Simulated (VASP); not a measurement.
A convergence study with VASP on ZnO (wurtzite): a few settings are varied, all else stays as given below, so the limit is that of these other settings.

```
CELL_PARAMETERS angstrom
      1.62500    -2.81458     0.00000
      1.62500     2.81458     0.00000
      0.00000     0.00000     5.21000
ATOMIC_POSITIONS crystal
  Zn 0.66667 0.33333 0.50000
  Zn 0.33333 0.66667 0.00000
  O  0.66667 0.33333 0.88200
  O  0.33333 0.66667 0.38200
```

Calculation: LDA (Ceperley-Alder, Perdew-Zunger), VASP's LDA PAW potentials (set 64) (plane waves; VASP). The last row used: 700 eV cut-off, 15×15×8 Γ-centred mesh, second-order Methfessel-Paxton smearing of 0.40 eV, potentials Zn O.

```csv
setting,E (eV/atom),pressure (GPa),irreducible k-points
"ISMEAR = -1, SIGMA = 0.01, 4×4×2 mesh",-5.2751,-6.44,8
"ISMEAR = -1, SIGMA = 0.1, 4×4×2 mesh",-5.2749,-6.42,8
"ISMEAR = 0, SIGMA = 0.01, 4×4×2 mesh",-5.2751,-6.44,8
"ISMEAR = 0, SIGMA = 0.2, 4×4×2 mesh",-5.2750,-6.44,8
"ISMEAR = 1, SIGMA = 0.05, 4×4×2 mesh",-5.2751,-6.44,8
"ISMEAR = 1, SIGMA = 0.2, 4×4×2 mesh",-5.2749,-6.45,8
"ISMEAR = 2, SIGMA = 0.05, 4×4×2 mesh",-5.2750,-6.44,8
"ISMEAR = 2, SIGMA = 0.2, 4×4×2 mesh",-5.2749,-6.44,8
"ISMEAR = -1, SIGMA = 0.01, 9×9×5 mesh",-5.2826,-6.41,36
"ISMEAR = -1, SIGMA = 0.2, 9×9×5 mesh",-5.2823,-6.39,36
"ISMEAR = 0, SIGMA = 0.01, 9×9×5 mesh",-5.2826,-6.41,36
"ISMEAR = 0, SIGMA = 0.4, 9×9×5 mesh",-5.2825,-6.41,36
"ISMEAR = 1, SIGMA = 0.05, 9×9×5 mesh",-5.2826,-6.41,36
"ISMEAR = 1, SIGMA = 0.4, 9×9×5 mesh",-5.2826,-6.46,36
"ISMEAR = 2, SIGMA = 0.05, 9×9×5 mesh",-5.2826,-6.41,36
"ISMEAR = 2, SIGMA = 0.4, 9×9×5 mesh",-5.2825,-6.42,36
"ISMEAR = -1, SIGMA = 0.05, 15×15×8 mesh",-5.2827,-6.43,135
"ISMEAR = -1, SIGMA = 0.2, 15×15×8 mesh",-5.2823,-6.41,135
"ISMEAR = 0, SIGMA = 0.1, 15×15×8 mesh",-5.2827,-6.43,135
"ISMEAR = 0, SIGMA = 0.4, 15×15×8 mesh",-5.2826,-6.43,135
"ISMEAR = 1, SIGMA = 0.1, 15×15×8 mesh",-5.2827,-6.43,135
"ISMEAR = 1, SIGMA = 0.4, 15×15×8 mesh",-5.2826,-6.46,135
"ISMEAR = 2, SIGMA = 0.1, 15×15×8 mesh",-5.2827,-6.43,135
"ISMEAR = 2, SIGMA = 0.4, 15×15×8 mesh",-5.2825,-6.45,135
```

Left out are rungs that failed or repeat a setting and relaxations that didn't move; long series are thinned to 24 rows.

The compound is ZnO in the wurtzite structure. The cell was not relaxed at this level.
